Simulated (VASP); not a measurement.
# Lanthanum: how cutoff and mesh change the relaxed cell

Aim: test the relaxed volume of Lanthanum against cutoff and mesh. The starting structure is a measured crystal structure from the Crystallography Open Database. The first relaxation on each setting starts from this cell expanded by 3 % in volume.

Method: Kohn-Sham DFT with plane waves and PAW; PBEsol, in VASP 6.6.1.

## 1. Starting point

It takes space group P6_3/mmc (No. 194, hexagonal). The conventional cell has a = 3.770 Å, b = 3.770 Å, c = 12.159 Å, α = 90.00°, β = 90.00°, γ = 120.00°. La has 12 La at 3.74 to 3.77 Å nearest. Nearest to La lie 12 La at 3.74 to 3.77 Å.

Coordinates:

```xyz
4
Lattice="3.7700 0.0000 0.0000 -1.8850 3.2649 0.0000 0.0000 0.0000 12.1590" Properties=species:S:1:pos:R:3 pbc="T T T"
La    1.8850    1.0883    3.0398
La    0.0000    2.1766    9.1193
La    0.0000    0.0000    6.0795
La    0.0000    0.0000    0.0000
```

## 2. Reference relaxation

This run starts from the cell of an earlier relaxation, which isn't shown; the restart sets up the plane waves anew.

INCAR

```
SYSTEM = La
PREC = Accurate
ENCUT = 450
EDIFF = 1E-06
NELM = 100
ISMEAR = 1
SIGMA = 0.15
LREAL = .FALSE.
ALGO = Normal
GGA = PS
NBANDS = 28
LASPH = .TRUE.
LORBIT = 11
LWAVE = .FALSE.
LCHARG = .FALSE.
KPAR = 8
IBRION = 2
NSW = 50
ISIF = 3
EDIFFG = -0.006
```

POSCAR

```
La
1.0
    3.6556290936      0.0000000000      0.0000000000
   -1.8278145468      3.1658676619      0.0000000000
    0.0000000000      0.0000000000     11.7609024360
La
4
Direct
    0.6666666667      0.3333333333      0.2500000000
    0.3333333333      0.6666666667      0.7500000000
    0.0000000000      0.0000000000      0.5000000000
    0.0000000000      0.0000000000      0.0000000000
```

KPOINTS

```
Automatic mesh
0
Gamma
12 12 4
0 0 0
```

The projector-augmented-wave data sets are La (PBE family, release 64).

Launch:

```console
mpirun -np 8 vasp_std
```

Log:

```text
[banner, memory and clock lines left out]
running    8 mpi-ranks, on    1 nodes
 distrk:  each k-point on    1 cores,    8 groups
 distr:  one band on    1 cores,    1 groups

 POSCAR found type information on POSCAR La
 POSCAR found :  1 types and       4 ions
|                                                                             |
|           W    W    AA    RRRRR   N    N  II  N    N   GGGG   !!!           |
|           W    W   A  A   R    R  NN   N  II  NN   N  G    G  !!!           |
|           W    W  A    A  R    R  N N  N  II  N N  N  G       !!!           |
|           W WW W  AAAAAA  RRRRR   N  N N  II  N  N N  G  GGG   !            |
|           WW  WW  A    A  R   R   N   NN  II  N   NN  G    G                |
|           W    W  A    A  R    R  N    N  II  N    N   GGGG   !!!           |
|                                                                             |
|     For optimal performance we recommend to set                             |
|       NCORE = 2 up to number-of-cores-per-socket                            |
|     NCORE specifies how many cores store one orbital (NPAR=cpu/NCORE).      |
|     This setting can greatly improve the performance of VASP for DFT.       |
|     The default, NCORE=1 might be grossly inefficient on modern             |
|     multi-core architectures or massively parallel machines. Do your        |
|     Unfortunately you need to use the default for GW and RPA                |
|     calculations (for HF NCORE is supported but not extensively tested      |
|     yet).                                                                   |
|                                                                             |

|                                                                             |
|               ----> ADVICE to this user running VASP <----                  |
|                                                                             |
|     You enforced a specific xc type in the INCAR file but a different       |
|     [... a line on the potential file left out ...]
|     I HOPE YOU KNOW WHAT YOU ARE DOING!                                     |
|                                                                             |

 LDA part: xc-table for (Slater+PW92), standard interpolation
 POSCAR, INCAR and KPOINTS ok, starting setup
 FFT: planning ... GRIDC
 FFT: planning ... GRID_SOFT
 FFT: planning ... GRID
 WAVECAR not read
 entering main loop
       N       E                     dE             d eps       ncg     rms          rms(c)
DAV:   1     0.551098743904E+03    0.55110E+03   -0.13510E+04  3208   0.195E+03
DAV:   2     0.101491344461E+03   -0.44961E+03   -0.44186E+03  4696   0.425E+02
DAV:   3    -0.629719308609E+01   -0.10779E+03   -0.10610E+03  5624   0.249E+02
DAV:   4    -0.192081991515E+02   -0.12911E+02   -0.12564E+02  5952   0.868E+01
DAV:   5    -0.212307094705E+02   -0.20225E+01   -0.19758E+01  6328   0.324E+01    0.529E+00
DAV:   6    -0.213974407628E+02   -0.16673E+00   -0.27232E+00  6144   0.129E+01    0.254E+00
DAV:   7    -0.213856829010E+02    0.11758E-01   -0.36805E-01  6320   0.464E+00    0.740E-01
DAV:   8    -0.213865062463E+02   -0.82335E-03   -0.47944E-02  6256   0.148E+00    0.278E-01
DAV:   9    -0.213872830652E+02   -0.77682E-03   -0.74351E-03  5944   0.583E-01    0.154E-01
DAV:  10    -0.213876224562E+02   -0.33939E-03   -0.14936E-03  5952   0.255E-01    0.873E-02
DAV:  11    -0.213878117752E+02   -0.18932E-03   -0.11240E-03  5768   0.210E-01    0.295E-02
DAV:  12    -0.213878048076E+02    0.69676E-05   -0.14670E-04  5816   0.107E-01    0.263E-02
DAV:  13    -0.213878179902E+02   -0.13183E-04   -0.11996E-04  5232   0.837E-02    0.110E-02
DAV:  14    -0.213878175909E+02    0.39935E-06   -0.10955E-05  4800   0.368E-02    0.245E-03
DAV:  15    -0.213878178802E+02   -0.28935E-06   -0.11522E-06  3024   0.145E-02
   1 F= -.21387818E+02 E0= -.21387234E+02  d E =-.213878E+02
 curvature:   0.00 expect dE= 0.000E+00 dE for cont linesearch  0.000E+00
 trial: gam= 0.00000 g(F)=  0.364E-46 g(S)=  0.937E-05 ort = 0.000E+00 (trialstep = 0.100E+01)
 search vector abs. value=  0.937E-05
 reached required accuracy - stopping structural energy minimisation
```

It took 27 s on 8 MPI ranks of Intel Xeon 6975P-C (Granite Rapids), shared host; peak memory 3 GiB.

The logs omit lines about the potential files and the build; timing stands in the text.

From OUTCAR (step 2):

```text
ion  position               nearest neighbor table
   1  0.667  0.333  0.250-   3 3.62   4 3.62   3 3.62   4 3.62   3 3.62   4 3.62
   2  0.333  0.667  0.750-   3 3.62   4 3.62   3 3.62   4 3.62   3 3.62   4 3.62
   3  0.000  0.000  0.500-   1 3.62   2 3.62   1 3.62   2 3.62   1 3.62   2 3.62
   4  0.000  0.000  0.000-   1 3.62   2 3.62   1 3.62   2 3.62   1 3.62   2 3.62

  LATTYP: Found a hexagonal cell.
 ALAT       =     3.6556290936
 C/A-ratio  =     3.2172034238

 Subroutine GETGRP returns: Found 24 space group operations
 (whereof 12 operations were pure point group operations)

The static configuration has the point symmetry D_3d.
 The point group associated with its full space group is D_6h.

 Found     57 irreducible k-points:

   k-points           NKPTS =     57   k-points in BZ     NKDIM =     57   number of bands    NBANDS=     28

   dimension x,y,z NGX =    28 NGY =   28 NGZ =   84
   dimension x,y,z NGXF=    56 NGYF=   56 NGZF=  168

   ENCUT  =  450.0 eV  33.07 Ry    5.75 a.u.   6.32  6.32 20.34*2*pi/ulx,y,z

   NELECT =      44.0000    total number of electrons

 k-points in reciprocal lattice and weights: Automatic mesh
   0.00000000  0.00000000  0.00000000       0.002
   0.08333333  0.00000000  0.00000000       0.010
   0.16666667  0.00000000  0.00000000       0.010
   0.25000000  0.00000000  0.00000000       0.010
   0.33333333  0.00000000  0.00000000       0.010
   0.41666667  0.00000000  0.00000000       0.010
   0.50000000  0.00000000  0.00000000       0.005
   0.08333333  0.08333333  0.00000000       0.010
   0.16666667  0.08333333  0.00000000       0.021
[...]
0.33333333  0.25000000  0.50000000       0.021
   0.33333333  0.33333333  0.50000000       0.003

 average (electrostatic) potential at core
       1 -95.3054       2 -95.3054       3 -95.2865       4 -95.2865

 E-fermi :   8.6239

 k-point     1 :       0.0000    0.0000    0.0000
  band No.  band energies     occupation
    ...
     16      -6.8592      2.00000
     17       5.4251      2.00000
     18       6.7154      2.00000
     19       6.7845      2.00000
     20       6.8022      2.00000
     21       9.1882     -0.00000
     22       9.3302     -0.00000
     23       9.8748     -0.00000
     24       9.8780     -0.00000
     25       9.9270     -0.00000
    ...

 k-point     2 :       0.0833    0.0000    0.0000
  band No.  band energies     occupation
    ...
     16      -6.8751      2.00000
     17       5.6343      2.00000
     18       6.9089      2.00000
     19       6.9810      2.00000
     20       7.0000      2.00000
     21       8.8963     -0.02765
     22       9.1475     -0.00001
     23       9.4039     -0.00000
     24       9.4389     -0.00000
     25       9.5896     -0.00000
    ...

 k-point     3 :       0.1667    0.0000    0.0000
  band No.  band energies     occupation
    ...
     17       6.1813      2.00000
     18       7.2768      2.00000
     19       7.4267      2.00000
     20       7.4998      2.00000
     21       8.4222      2.06715
     22       8.7371      0.04519
     23       8.9014     -0.02520
     24       8.9720     -0.00497
     25       9.2324     -0.00000
     26       9.7803     -0.00000
    ...

  Total        0.0151449      0.0151449     -0.0178441      0.0000000     -0.0000000      0.0000000
  in kB        0.1782714      0.1782714     -0.2100439      0.0000000     -0.0000000      0.0000000
  external PRESSURE =       0.0488330 kB  Pullay stress =       0.0000000 kB

  energy-cutoff  :      450.00
  volume of cell :      136.11
      direct lattice vectors                 reciprocal lattice vectors
     3.655629094  0.000000000  0.000000000     0.273550728  0.157934586  0.000000000
    -1.827814547  3.165867662  0.000000000     0.000000000  0.315869173  0.000000000
     0.000000000  0.000000000 11.760902436     0.000000000  0.000000000  0.085027489

 POSITION                                       TOTAL-FORCE (eV/Angst)
 -----------------------------------------------------------------------------------
      1.82781      1.05529      2.94023         0.000000     -0.000000      0.000000
     -0.00000      2.11058      8.82068        -0.000000      0.000000     -0.000000
      0.00000      0.00000      5.88045         0.000000      0.000000      0.000000
      0.00000      0.00000      0.00000         0.000000      0.000000      0.000000
 -----------------------------------------------------------------------------------
    total drift:                               -0.000000      0.000000      0.000000

  FREE ENERGIE OF THE ION-ELECTRON SYSTEM (eV)
  ---------------------------------------------------
  free  energy   TOTEN  =       -21.3878178802 eV

  energy  without entropy=      -21.3860648646  energy(sigma->0) =      -21.38723354

 reached required accuracy - stopping structural energy minimisation

 total charge
# of ion       s       p       d       f       tot
--------------------------------------------------
    1        2.103   5.526   0.950   0.093   8.672
    2        2.103   5.526   0.950   0.093   8.672
    3        2.100   5.518   0.960   0.102   8.679
    4        2.100   5.518   0.960   0.102   8.679
--------------------------------------------------
tot          8.405  22.087   3.821   0.389  34.701

[... 3 further parts left out ...]
```

The PAW data sets were made with PBE, which is usual practice but a small mismatch for other functionals. The run keeps the 24 symmetry operations of its start, so it cannot find a distortion of lower symmetry.

The reference relaxation ends at 34.028 Å³ an atom.

## 3. Relaxation with a cutoff of 220 eV

Against step 2 the input has ENCUT = 220. This run starts from the cell of an earlier relaxation, which isn't shown; the restart sets up the plane waves anew.

INCAR, as its differences from that of step 2:

```diff
@@ -2,3 +2,3 @@
 PREC = Accurate
-ENCUT = 450
+ENCUT = 220
 EDIFF = 1E-06
```

POSCAR

```
La
1.0
    3.6503494372      0.0000000000      0.0000000000
   -1.8251747186      3.1612953453      0.0000000000
    0.0000000000      0.0000000000     11.7395354483
La
4
Direct
    0.6666666667      0.3333333333      0.2500000000
    0.3333333333      0.6666666667      0.7500000000
    0.0000000000      0.0000000000      0.5000000000
    0.0000000000      0.0000000000      0.0000000000
```

KPOINTS is that of step 2.

Launch:

```console
mpirun -np 8 vasp_std
```

Log:

```text
[banner, memory and clock lines left out]
running    8 mpi-ranks, on    1 nodes
[...]
[... a notice as in an earlier step ...]

 [... a notice as in an earlier step ...]

 LDA part: xc-table for (Slater+PW92), standard interpolation
 POSCAR, INCAR and KPOINTS ok, starting setup
[...]
entering main loop
       N       E                     dE             d eps       ncg     rms          rms(c)
DAV:   1     0.440349665104E+03    0.44035E+03   -0.90198E+03  3248   0.941E+02
DAV:   2     0.535785040661E+02   -0.38677E+03   -0.38159E+03  4608   0.364E+02
DAV:   3    -0.111754757415E+02   -0.64754E+02   -0.63583E+02  5488   0.165E+02
DAV:   4    -0.198594309673E+02   -0.86840E+01   -0.84336E+01  6048   0.571E+01
[...]
DAV:  14    -0.214209325859E+02    0.89344E-05   -0.41599E-06  4168   0.202E-02    0.206E-03
DAV:  15    -0.214209347520E+02   -0.21662E-05   -0.57905E-07  3040   0.125E-02    0.642E-04
DAV:  16    -0.214209341418E+02    0.61021E-06   -0.25784E-07  2816   0.617E-03
   1 F= -.21420934E+02 E0= -.21420288E+02  d E =-.214209E+02
[...]
N       E                     dE             d eps       ncg     rms          rms(c)
DAV:   1    -0.214210585801E+02   -0.12383E-03   -0.40550E-03  5088   0.573E-01    0.519E-02
DAV:   2    -0.214209761954E+02    0.82385E-04   -0.33487E-04  5224   0.179E-01    0.241E-02
DAV:   3    -0.214209412626E+02    0.34933E-04   -0.16344E-04  4876   0.941E-02    0.636E-03
DAV:   4    -0.214209392398E+02    0.20228E-05   -0.13927E-05  4412   0.339E-02    0.240E-03
DAV:   5    -0.214209404584E+02   -0.12186E-05   -0.10833E-06  2576   0.125E-02    0.173E-03
DAV:   6    -0.214209412776E+02   -0.81920E-06   -0.59074E-07  2396   0.977E-03
   2 F= -.21420941E+02 E0= -.21420280E+02  d E =-.713573E-05
 trial-energy change:   -0.000007  1 .order   -0.000008   -0.000014   -0.000001
 step:   1.1006(harm=  1.1006)  dis= 0.00000  next Energy=   -21.420942 (dE=-0.783E-05)
 reached required accuracy - stopping structural energy minimisation
```

The job ended after 12 s (8 MPI ranks; peak memory 1.6 GiB; 89 s of CPU time).

OUTCAR, selected parts (step 3):

```text
  Total        0.0023667      0.0023667     -0.0053168      0.0000000      0.0000000      0.0000000
  in kB        0.0280085      0.0280085     -0.0629197      0.0000000      0.0000000      0.0000000
  external PRESSURE =      -0.0023009 kB  Pullay stress =       0.0000000 kB

 POSITION                                       TOTAL-FORCE (eV/Angst)
 -----------------------------------------------------------------------------------
      1.82493      1.05362      2.93381        -0.000000      0.000000     -0.000000
     -0.00000      2.10724      8.80143         0.000000     -0.000000      0.000000
      3.64985     -0.00000      5.86762        -0.000000     -0.000000      0.000000
      3.64985      0.00000      0.00000        -0.000000      0.000000      0.000000
 -----------------------------------------------------------------------------------
    total drift:                               -0.000000      0.000000      0.000000

  FREE ENERGIE OF THE ION-ELECTRON SYSTEM (eV)
  ---------------------------------------------------
  free  energy   TOTEN  =       -21.4209412776 eV

  energy  without entropy=      -21.4189567606  energy(sigma->0) =      -21.42027977

[... 2 parts as in an earlier step ...]

[... 2 further parts left out ...]
[key lines of the parts left out:]
E-fermi :   8.6832
```

With a cutoff of 220 eV the cell ends at 33.846 Å³ an atom, -0.53 % from the reference.

## 4. Relaxation with a 6×6×2 mesh

Against step 2 the input has a 6×6×2 mesh. This run starts from the cell of an earlier relaxation, which isn't shown; the restart sets up the plane waves anew.

INCAR, as its differences from that of step 3:

```diff
@@ -2,3 +2,3 @@
 PREC = Accurate
-ENCUT = 220
+ENCUT = 450
 EDIFF = 1E-06
```

POSCAR

```
La
1.0
    3.6685865730      0.0000000000      0.0000000000
   -1.8342932865      3.1770891682      0.0000000000
    0.0000000000      0.0000000000     11.7870612974
La
4
Direct
    0.6666666667      0.3333333333      0.2500000000
    0.3333333333      0.6666666667      0.7500000000
    0.0000000000      0.0000000000      0.5000000000
    0.0000000000      0.0000000000      0.0000000000
```

KPOINTS

```
Automatic mesh
0
Gamma
6 6 2
0 0 0
```

Launch:

```console
mpirun -np 8 vasp_std
```

Log:

```text
[... set-up lines as in an earlier step ...]
 entering main loop
       N       E                     dE             d eps       ncg     rms          rms(c)
DAV:   1     0.548995297989E+03    0.54900E+03   -0.13475E+04   792   0.191E+03
DAV:   2     0.989847985528E+02   -0.45001E+03   -0.44281E+03  1160   0.418E+02
DAV:   3    -0.637544789565E+01   -0.10536E+03   -0.10347E+03  1376   0.250E+02
DAV:   4    -0.191514811417E+02   -0.12776E+02   -0.12503E+02  1472   0.877E+01
[...]
DAV:  13    -0.213982902168E+02   -0.98144E-05   -0.61742E-05  1248   0.487E-02    0.513E-03
DAV:  14    -0.213982918992E+02   -0.16824E-05   -0.81058E-06  1160   0.254E-02    0.277E-03
DAV:  15    -0.213982914793E+02    0.41988E-06   -0.63841E-07   680   0.150E-02
   1 F= -.21398291E+02 E0= -.21397115E+02  d E =-.213983E+02
[...]
reached required accuracy - stopping structural energy minimisation
```

It took 9.6 s on 8 MPI ranks; peak memory 2.1 GiB; 73 s of CPU time.

OUTCAR, selected parts (step 4):

```text
  Total        0.0019703      0.0019703     -0.0094632      0.0000000      0.0000000     -0.0000000
  in kB        0.0229780      0.0229780     -0.1103612      0.0000000      0.0000000     -0.0000000
  external PRESSURE =      -0.0214684 kB  Pullay stress =       0.0000000 kB

 POSITION                                       TOTAL-FORCE (eV/Angst)
 -----------------------------------------------------------------------------------
      1.83429      1.05903      2.94677         0.000000      0.000000     -0.000000
     -0.00000      2.11806      8.84030        -0.000000     -0.000000      0.000000
      0.00000      0.00000      5.89353         0.000000      0.000000     -0.000000
      0.00000      0.00000      0.00000         0.000000      0.000000     -0.000000
 -----------------------------------------------------------------------------------
    total drift:                               -0.000000      0.000000      0.000000

  FREE ENERGIE OF THE ION-ELECTRON SYSTEM (eV)
  ---------------------------------------------------
  free  energy   TOTEN  =       -21.3982914793 eV

  energy  without entropy=      -21.3947621521  energy(sigma->0) =      -21.39711504

[... 1 part as in an earlier step ...]

[... 3 further parts left out ...]
[key lines of the parts left out:]
E-fermi :   8.5587
```

With a 6×6×2 mesh the cell ends at 34.346 Å³ an atom, +0.93 % from the reference.

(Part 1 of 2 ends here.)

[Lines on the potential files, build, host, timing and source positions are cut from VASP's logs without a mark.]

[Logs are printed without paths, hosts, clocks, repeated set-up lines and the standing remarks that a program may print on its own settings, such as how far it seeks lower states.]

[Hosts, paths, dates, database ids (printed as entryN), source tags and the programs' standing remarks are cut or masked in the printed files.]
